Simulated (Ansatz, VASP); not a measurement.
## NiO: VASP beside Ansatz

One calculation is typed for both programs; each brings its own data sets. How far apart do they land? The cell is taken from a series of runs on this material, whose earlier steps may have relaxed, scaled, displaced or heated it; both programs get it as it stands.

Calculated with Ansatz 0.2.0; plane waves, with VASP 6.6.1 beside it; relaxation of cell and atoms at PBEsol.

**1. The starting structure**

Symmetry: R-3m, No. 166, trigonal system. Conventional cell: a = 2.923 Å, b = 2.923 Å, c = 7.088 Å, α = 90.00°, β = 90.00°, γ = 120.00°. Ni has 6 O at 2.06 Å nearest. O has 6 Ni at 2.06 Å nearest. Farther neighbours and most contacts between anions are not listed.

**2. Ansatz: relaxation of cell and atoms, PBEsol**

Ansatz runs on its default PAW (the set named soft_2) files.

The relaxed volume is the usual yardstick between codes: in a stiff, nearly cubic crystal its relative difference is about their pressure difference at one cell divided by the bulk modulus.

Input file input.yaml:

```yaml
crystal:
  lattice:
    - [2.0668527764, 0.0, -2.0668527764]
    - [2.0668527764, -2.0668527764, 0.0]
    - [-2.0390409449, -2.0390409449, -4.1058937214]
  atoms:
    - { symbol: Ni, position: [0.0, 0.5, 0.5], spin: -1.42 }
    - { symbol: Ni, position: [0.0, 0.0, 0.0], spin: 1.42 }
    - { symbol: O, position: [0.5, 0.25, 0.75] }
    - { symbol: O, position: [0.5, 0.75, 0.25] }
kpoints:
  mp_grid: { grid: [12, 12, 12] }
hamiltonian:
  xc: pbesol
scf:
  occupations: { method: gaussian, width: 0.02 }
output:
  forces: true
  stress: true
  eigenvalues: true
  populations: true
magnetization:
  spin_polarized: true
relax:
  adjacent_minimum: "off"
  f_tol: 0.001
  max_steps: 60
  cell: { stress_tol: 0.01 }
```

On the command line:

```bash
ansatz run input.yaml --threads 4 --pin off --max-ram 7168MiB --backend cpu --events-out ev --progress --plain --runs-dir out
```

Numbers of over 12 decimals in the logs are rounded to 6 here.

The program printed:

```text
Engine: ansatz 0.2.0, aarch64-unknown-linux-gnu
Pseudopotentials: kind: paw
Pseudopotential: Ni, paw, valence charge 18, recommended cutoff 420 eV (normal), Ni.paw.azcp
Pseudopotential: O, paw, valence charge 6, recommended cutoff 420 eV (normal), O.paw.azcp
Functional definition: PBEsol
  exchange = pbesol_x
  correlation = pbesol_c
Crystal: 4 atoms, lattice volume = 34.961 Å³
Basis set: ecut = 420 eV, 675 PW (Γ), exchange–correlation on 40×40×72 points (8 copies of the dense FFT grid, shifted against one another)
Bands: 31, of which v1, the nominal top of the filled ones, is band 24 counted from 1 (23 counted from 0)
Symmetry: 12 space group operations
Space group: R-3m (ITA 166), of the structure as read, at distance tolerance 3.3e-5 Å
Magnetic group: BNS 166.102 (UNI 1332), of the structure as read, at distance tolerance 3.3e-5 Å
k-points: 189 of 1728
Non-local potential: Ni, projectors of the file, l = 0: 3, l = 1: 2, l = 2: 3, l = 3: 1
Non-local potential: O, projectors of the file, l = 0: 2, l = 1: 2, l = 2: 1
PAW form: soft (Blöchl's): semilocal exchange-correlation on the pseudo side does not see the compensation charge
PAW frozen core: Ni, regenerated for the run's functional, and the local potential with it (the file was generated under x = pbe(κ = 0.804, μ = 0.219515), c = pbe(β = 0.066725))
PAW frozen core: O, regenerated for the run's functional, and the local potential with it (the file was generated under x = pbe(κ = 0.804, μ = 0.219515), c = pbe(β = 0.066725))
PAW one-centre angular grid: Ni, 590 points (default); XC on 64 Gauss nodes
PAW one-centre angular grid: O, 110 points (default); XC on 64 Gauss nodes
Initial density: superposition of atomic densities (chi_scale 0.1, normalization cell, long waves kept (reshape's long-wave potential 0.00 eV rms))
Starting moments: Σ|m| = 2.84 μB on 2 of 4 sites
Starting magnetic order: antiferromagnet; a translation exchanges its spin sublattices: spin-degenerate at every k-point
Initial wavefunctions: pseudopotential atomic-orbital guess
Functional: x = pbesol(κ = 0.804, μ = 0.123457), c = pbesol(β = 0.046)
SCF iter   1: F=—  HF=-12726.715841 eV  |F-HF|=—  |Δ(HF+E_count)|=         —  Δρ=1.21e-1 (↑1.21e-1 ↓1.21e-1)  dr2=1.24e1  dr2_m=3.76e-1  M=0.000 μB ∫|m|=2.456 μB  β_m=0.30  ethr=3.10e-3  ⟨swp⟩=5.1  Hψ=21158  notcnv=0
Mixer restart at iter 1: flushing history
preconditioner: auto → none  [insulator: Δε(μ)=0.198 eV  Ē_g=12.165 eV  σ=0.020 eV  W_gap=1.00  n_scr=16 (ndim 8)  ℏωp=35.5 eV  f_vac=0.000  D(μ)=0.00/eV (n_scr^D=0)  ε∞_Penn≈9.5]
SCF iter   2: F=—  HF=-12728.600183 eV  |F-HF|=—  |Δ(HF+E_count)|=    1.88e0  Δρ=6.17e-2 (↑6.17e-2 ↓6.17e-2)  dr2=1.24e0  dr2_m=4.87e-1  M=0.000 μB ∫|m|=2.971 μB  β_m=0.28  ethr=3.10e-3  ⟨swp⟩=3.4  Hψ=13626  notcnv=0  defer=520
SCF iter   3: F=—  HF=-12728.150568 eV  |F-HF|=—  |Δ(HF+E_count)|=   4.50e-1  Δρ=3.69e-2 (↑3.69e-2 ↓3.69e-2)  dr2=2.42e-1  dr2_m=2.08e-1  M=0.000 μB ∫|m|=2.854 μB  β_m=0.53  ethr=2.58e-3  ⟨swp⟩=2.3  Hψ=9504  notcnv=0  defer=527
SCF iter   4: F=—  HF=-12729.042110 eV  |F-HF|=—  |Δ(HF+E_count)|=         —  Δρ=5.70e-3 (↑5.70e-3 ↓5.70e-3)  dr2=2.27e-2  dr2_m=2.78e-3  M=0.000 μB ∫|m|=2.867 μB  β_m=0.53  ethr=5.04e-4  ⟨swp⟩=2.5  Hψ=9068  notcnv=0  defer=526
Mixer restart at iter 4: flushing history
SCF iter   5: F=—  HF=-12729.080343 eV  |F-HF|=—  |Δ(HF+E_count)|=   3.82e-2  Δρ=5.38e-3 (↑5.38e-3 ↓5.38e-3)  dr2=1.91e-2  dr2_m=8.24e-4  M=0.000 μB ∫|m|=2.897 μB  β_m=0.43  ethr=4.74e-5  ⟨swp⟩=3.0  Hψ=12135  notcnv=0  defer=524
SCF iter   6: F=—  HF=-12729.071150 eV  |F-HF|=—  |Δ(HF+E_count)|=   9.19e-3  Δρ=2.49e-3 (↑2.49e-3 ↓2.49e-3)  dr2=3.54e-3  dr2_m=1.19e-3  M=0.000 μB ∫|m|=2.862 μB  β_m=0.42  ethr=3.97e-5  ⟨swp⟩=3.3  Hψ=10251  notcnv=0  defer=524
SCF iter   7: F=—  HF=-12729.076878 eV  |F-HF|=—  |Δ(HF+E_count)|=   5.73e-3  Δρ=1.71e-3 (↑1.71e-3 ↓1.71e-3)  dr2=1.48e-3  dr2_m=5.62e-4  M=0.000 μB ∫|m|=2.862 μB  β_m=0.58  ethr=7.38e-6  ⟨swp⟩=2.3  Hψ=8164  notcnv=0  defer=524
SCF iter   8: F=—  HF=-12729.079731 eV  |F-HF|=—  |Δ(HF+E_count)|=   2.85e-3  Δρ=8.04e-4 (↑8.04e-4 ↓8.04e-4)  dr2=2.69e-4  dr2_m=1.36e-4  M=0.000 μB ∫|m|=2.858 μB  β_m=0.77  ethr=3.07e-6  ⟨swp⟩=2.0  Hψ=8071  notcnv=0  defer=524
[...]
Crystal: 4 atoms, lattice volume = 34.960 Å³
Initial density: handed on by an earlier stage of this run
Starting moments: Σ|m| = 2.84 μB on 2 of 4 sites; this step starts from the density that it was given
Initial wavefunctions: those handed on with the density
[...]
preconditioner: auto → none  [insulator: Δε(μ)=0.750 eV  Ē_g=12.433 eV  σ=0.020 eV  W_gap=1.00  n_scr=16 (ndim 8)  ℏωp=35.5 eV  f_vac=0.000  D(μ)=0.00/eV (n_scr^D=0)  ε∞_Penn≈9.2]
[...]
SCF 2 converged in 4 iterations: F = -12729.079778 eV  dr2 = 2.10e-10
relax step   2: F+E_penalty+E_count = -12729.07977811 eV  Δ(F+E_penalty+E_count) = -2.822e-6 eV  max|allowed force component| = 1.367e-29 eV/Å  Δτ_max = 0.0000 Å  P = -0.003 GPa  Ω = 34.960 Å³  energy of the carried Pulay correction = +2.740e-6 eV  (4 SCF iters, dr2 threshold 5.82e-10 eV, accepted)
Initial wavefunctions: pseudopotential atomic-orbital guess (no wavefunctions were taken with the density)
iter 1 solved again at ethr=1.21e-8 eV; its pass at ethr=3.10e-3 eV (dr2=5.79e-6 eV) is discarded
SCF iter   1: F=—  HF=-12729.079774 eV  |F-HF|=—  |Δ(HF+E_count)|=         —  Δρ=3.90e-7 (↑3.90e-7 ↓3.90e-7)  dr2=7.86e-11  dr2_m=4.39e-12  M=0.000 μB ∫|m|=2.859 μB  β_m=0.65  ethr=1.21e-8  ⟨swp⟩=3.2  Hψ=39291  notcnv=0
eigensolver tolerance schedule: the retry pair's looser diagonalisation over-reported the residual by 73654.69 of it (diagonalisation noise at 0.40 of the residual, at the tolerance the schedule requests for it); recorded, not acted on — ethr = c·dr2/N_el stays at c = 1.0e-1
SCF iter   2: F=—  HF=-12729.079773 eV  |F-HF|=—  |Δ(HF+E_count)|=   1.07e-6  Δρ=5.52e-7 (↑5.52e-7 ↓5.52e-7)  dr2=2.76e-10  dr2_m=1.31e-12  M=0.000 μB ∫|m|=2.859 μB  β_m=0.30  ethr=1.00e-12  ⟨swp⟩=3.0  Hψ=14793  notcnv=0
SCF iter   3: F=—  HF=-12729.079773 eV  |F-HF|=—  |Δ(HF+E_count)|=  1.07e-10  Δρ=1.97e-7 (↑1.97e-7 ↓1.97e-7)  dr2=1.11e-11  dr2_m=3.35e-12  M=0.000 μB ∫|m|=2.859 μB  β_m=0.65  ethr=1.00e-12  ⟨swp⟩=2.3  Hψ=7664  notcnv=0
SCF iter   4: F=—  HF=-12729.079773 eV  |F-HF|=—  |Δ(HF+E_count)|=  2.36e-11  Δρ=1.54e-7 (↑1.54e-7 ↓1.54e-7)  dr2=6.93e-12  dr2_m=4.98e-12  M=0.000 μB ∫|m|=2.859 μB  β_m=0.82  ethr=1.00e-12  ⟨swp⟩=1.0  Hψ=5859  notcnv=0
SCF iter   5: F=—  HF=-12729.079773 eV  |F-HF|=—  |Δ(HF+E_count)|=  2.55e-11  Δρ=1.70e-7 (↑1.70e-7 ↓1.70e-7)  dr2=1.66e-11  dr2_m=2.23e-12  M=0.000 μB ∫|m|=2.859 μB  β_m=0.68  ethr=1.00e-12  ⟨swp⟩=1.0  Hψ=5859  notcnv=0
SCF iter   6: F=—  HF=-12729.079773 eV  |F-HF|=—  |Δ(HF+E_count)|=  1.82e-12  Δρ=1.05e-7 (↑1.05e-7 ↓1.05e-7)  dr2=5.43e-12  dr2_m=1.29e-12  M=0.000 μB ∫|m|=2.859 μB  β_m=0.69  ethr=1.00e-12  ⟨swp⟩=1.0  Hψ=5859  notcnv=0
SCF iter   7: F=—  HF=-12729.079773 eV  |F-HF|=—  |Δ(HF+E_count)|=    0.00e0  Δρ=1.19e-7 (↑1.19e-7 ↓1.19e-7)  dr2=1.31e-11  dr2_m=6.48e-14  M=0.000 μB ∫|m|=2.859 μB  β_m=0.84  ethr=1.00e-12  ⟨swp⟩=1.0  Hψ=5859  notcnv=0
SCF iter   8: F=—  HF=-12729.079773 eV  |F-HF|=—  |Δ(HF+E_count)|=    0.00e0  Δρ=5.76e-8 (↑5.76e-8 ↓5.76e-8)  dr2=2.56e-12  dr2_m=9.44e-14  M=0.000 μB ∫|m|=2.859 μB  β_m=0.92  ethr=1.00e-12  ⟨swp⟩=1.0  Hψ=5859  notcnv=0
SCF iter   9: F=-12729.079773 eV  HF=-12729.079773 eV  |F-HF|=0.00e0  |Δ(HF+E_count)|=  1.82e-12  Δρ=1.73e-8 (↑1.73e-8 ↓1.73e-8)  dr2=2.66e-13  dr2_m=1.81e-15  M=0.000 μB ∫|m|=2.859 μB  ethr=1.00e-12  ⟨swp⟩=4.0  Hψ=19833  notcnv=0
SCF 3 converged in 9 iterations: F = -12729.079773 eV  dr2 = 2.66e-13
relax step   3: F+E_penalty+E_count = -12729.07977260 eV  Δ(F+E_penalty+E_count) = +5.505e-6 eV  max|allowed force component| = 1.262e-29 eV/Å  Δτ_max = 0.0000 Å  P = -0.003 GPa  Ω = 34.960 Å³  stress off target by 8.38e-3 GPa  SCF on the basis re-selected at this cell (its energy is not comparable with the rows above)  (9 SCF iters)
basis re-selected at this cell: Δ(F+E_penalty+E_count) = +5.505e-6 eV, ΔP = -0.000 GPa vs the last step (what re-selecting the basis moved, of the pressure what is left beyond the Pulay correction that the steps carried, after the strain that the cell walked since its last selection, with what the two solves' SCF thresholds leave and, on support functions, any second-order correction that the steps lacked; it is no m [...]
SCF converged after 9 iterations
Magnetization: 0.0000 μB (24.0000 up, 24.0000 down)
Absolute magnetization: 2.8585 μB (∫|ρ↑−ρ↓|, with the PAW one-centre terms)
Spin contamination: 1.3945 ħ² per cell (⟨S²⟩ above its minimum at these occupations)
Per-site moments (μB) at R_I (Å): [(-1.289034, 0.849714), (1.289034, 0.849714), (5.060828179673329e-17, 0.849714), (-2.88463725896736e-17, 0.849714)]
Free energy (F): -12729.079773 eV
Harris-Foulkes:  -12729.079773 eV  (|F-HF|=0.00e0)
Internal energy: -12729.079773 eV  (E = F + TS)
E sigma→0 (E₀):  -12729.079773 eV
Fermi energy:    15.076870 eV
--- Per-component energies (eV) ---
  E_band       = -619.676422
  E_kinetic    = 906.395729
  E_local      = -7854.842293  (includes V_loc(G=0)·N_el)
  E_nonlocal   = 1387.658788
  E_hartree    = 3236.500022
  E_xc         = -310.338359
  E_vxc        = -400.059007  (∫ρ·V_xc dr)
  E_paw        = -3503.045528  (= ΣΔE_a)
  E_vpaw       = -1131.835646  (= ΣTr[D̂ρ^β])
  E_aug_tail   = 0.005931  (compensation charges beyond the density's cutoff)
  E_ewald      = -6591.879217
  E_core_change = 0.465154  (= ΣΔE_core)
  E_smearing   = -0.000000  (= −TS)
  E_closure    = -0.000000  (closes the sum)
  Σ components = -12729.079773   (vs F -12729.079773, Δ=0.00e0)
--- Forces (eV/Å), atoms counted from 1 ---
  atom   1  Ni     0.00000000     0.00000000     0.00000000
  atom   2  Ni    -0.00000000     0.00000000    -0.00000000
  atom   3  O     -0.00000000    -0.00000000    -0.00000000
  atom   4  O      0.00000000     0.00000000     0.00000000
  max |Σ_I F_I| component: 2.52e-29 eV/Å
--- Stress (GPa, compression-positive) ---
       -0.003479      -0.002453      -0.002453
       -0.002453      -0.003479      -0.002453
       -0.002453      -0.002453      -0.003479
  P = ⅓ Tr σ = -0.0035 GPa (-0.035 kbar)
--- Band table (eV; the first three rows and the last of 378) ---
  k-point 0 ↑: bands = [... 20 lower, 13.0676, 14.0755, 14.0755, 14.4114, 16.7163, 16.7163, 16.9316, 20.6430, ... 3 higher]
  k-point 1 ↑: bands = [... 20 lower, 13.2199, 14.0665, 14.0665, 14.3862, 16.6844, 16.6844, 17.0690, 20.6509, ... 3 higher]
  k-point 2 ↑: bands = [... 20 lower, 13.5300, 14.0462, 14.0462, 14.3161, 16.5926, 16.5926, 17.4392, 20.6527, ... 3 higher]
  k-point 188 ↓: bands = [... 20 lower, 14.1423, 14.2204, 14.4696, 14.5284, 16.0754, 16.2354, 24.2174, 24.3272, ... 3 higher]
--- Relaxed structure (2 steps of the walk, 2 accepted, 1 SCFs on fresh bases) ---
  F+E_penalty+E_count = -12729.07977260 eV   max|allowed force component| = 1.262e-29 eV/Å   (the final SCF, on the basis selected at the relaxed cell)
  cell:  # Å, volume = 34.9604 Å³
    - [2.066873, 1.262756284085842e-11, -2.066873]
    - [2.066873, -2.066873, 0.0]
    - [-2.038939, -2.038939, -4.105811]
  atoms:
    - { symbol: Ni, position: [5.551115123125783e-17, 0.5, 0.500000] }
    - { symbol: Ni, position: [5.551115123125783e-17, 0.0, 0.0] }
    - { symbol: O, position: [0.500000, 0.25, 0.75] }
    - { symbol: O, position: [0.500000, 0.75, 0.25] }
--- Löwdin populations: 4 sites ---
  site symbol       q [e]    m [muB]
     0     Ni     16.9929    -1.2580
     1     Ni     16.9929     1.2580
     2      O      6.8922     0.0000
     3      O      6.8922     0.0000
  spilling = 0.004789 (of n_electrons = 48.000000)
```

(Continued in part 2 of 2.)

[Lines on the potential files, build, host, timing and source positions are cut from VASP's logs without a mark.]

[Logs are printed without paths, hosts, clocks, repeated set-up lines and the standing remarks that a program may print on its own settings, such as how far it seeks lower states.]

[Hosts, paths, dates, database ids (printed as entryN), source tags and the programs' standing remarks are cut or masked in the printed files.]
